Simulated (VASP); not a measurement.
Level of theory: AM05 GGA, VASP's PBE PAW potentials (set 64) (plane waves; VASP).

The input files of a VASP run:

### INCAR
```
SYSTEM = RuAl
PREC = Accurate; ENCUT = 520; LREAL = F
LASPH = T
EDIFF = 1E-7; NELM = 100; ALGO = Normal
LMAXMIX = 4
ISMEAR = 1; SIGMA = 0.1
GGA = AM
ISIF = 2
LWAVE = F; LCHARG = F
```

**POSCAR**
```
RuAl
1
    3.0029788134     0.0000000000     0.0000000000
    0.0000000000     3.0029788134     0.0000000000
    0.0000000000     0.0000000000     3.0029788134
Al Ru
1 1
Direct
  0.5000000000   0.5000000000   0.5000000000
  0.0000000000   0.0000000000   0.0000000000
```

### KPOINTS
```
Automatic mesh
0
Gamma
12 12 12
0 0 0
```

POTCAR, in this order: Al Ru_pv (PBE.64 set). Program: vasp_std.

The run wrote:

### OSZICAR
```
       N       E                     dE             d eps       ncg     rms          rms(c)
DAV:   1     0.114122293164E+03    0.11412E+03   -0.94473E+03  2024   0.133E+03
DAV:   2    -0.134173591659E+02   -0.12754E+03   -0.12242E+03  2172   0.351E+02
DAV:   3    -0.159216008474E+02   -0.25042E+01   -0.23942E+01  2420   0.490E+01
DAV:   4    -0.159495169874E+02   -0.27916E-01   -0.27899E-01  2284   0.505E+00
DAV:   5    -0.159501697960E+02   -0.65281E-03   -0.65279E-03  2528   0.701E-01    0.127E+01
DAV:   6    -0.152712935749E+02    0.67888E+00   -0.42392E+00  2148   0.234E+01    0.248E+00
DAV:   7    -0.151799653888E+02    0.91328E-01   -0.34229E-01  2148   0.696E+00    0.202E+00
DAV:   8    -0.151581168323E+02    0.21849E-01   -0.24525E-02  2180   0.146E+00    0.209E-01
DAV:   9    -0.151578841357E+02    0.23270E-03   -0.35873E-04  2360   0.174E-01    0.123E-01
DAV:  10    -0.151578693044E+02    0.14831E-04   -0.35208E-05  2508   0.799E-02    0.927E-03
DAV:  11    -0.151578688456E+02    0.45884E-06   -0.14535E-06  2380   0.148E-02    0.386E-03
DAV:  12    -0.151578684124E+02    0.43325E-06   -0.86048E-08  1328   0.342E-03    0.425E-04
DAV:  13    -0.151578684186E+02   -0.62410E-08   -0.85072E-09  1052   0.876E-04
   1 F= -.15157868E+02 E0= -.15157730E+02  d E =-.415500E-03
```

### OUTCAR
```
------------------------ aborting loop because EDIFF is reached ----------------------------------------
  FORCE on cell =-STRESS in cart. coord.  units (eV):
  Direction    XX          YY          ZZ          XY          YZ          ZX
  --------------------------------------------------------------------------------------
  Total       -1.0592251     -1.0592251     -1.0592251      0.0000000      0.0000000     -0.0000000
  in kB      -62.6674555    -62.6674555    -62.6674555      0.0000000      0.0000000     -0.0000000
  external PRESSURE =     -62.6674555 kB  Pullay stress =       0.0000000 kB
  volume of cell :       27.08
      direct lattice vectors                 reciprocal lattice vectors
     3.002978813  0.000000000  0.000000000     0.333002682  0.000000000  0.000000000
     0.000000000  3.002978813  0.000000000     0.000000000  0.333002682  0.000000000
     0.000000000  0.000000000  3.002978813     0.000000000  0.000000000  0.333002682
 POSITION                                       TOTAL-FORCE (eV/Angst)
 -----------------------------------------------------------------------------------
      1.50149      1.50149      1.50149         0.000000      0.000000      0.000000
      0.00000      0.00000      0.00000         0.000000      0.000000      0.000000
 -----------------------------------------------------------------------------------
    total drift:                               -0.000000      0.000000      0.000000
  FREE ENERGIE OF THE ION-ELECTRON SYSTEM (eV)
  ---------------------------------------------------
  free  energy   TOTEN  =       -15.1578684186 eV

  energy  without entropy=      -15.1574529182  energy(sigma->0) =      -15.15772992
```
(Selected blocks of OUTCAR.)

The compound is RuAl in the CsCl type structure. This cell is one point of a volume scan, at 1.03 of the reference volume. The electron count is odd and the run is not spin-polarised, which forces a metal.
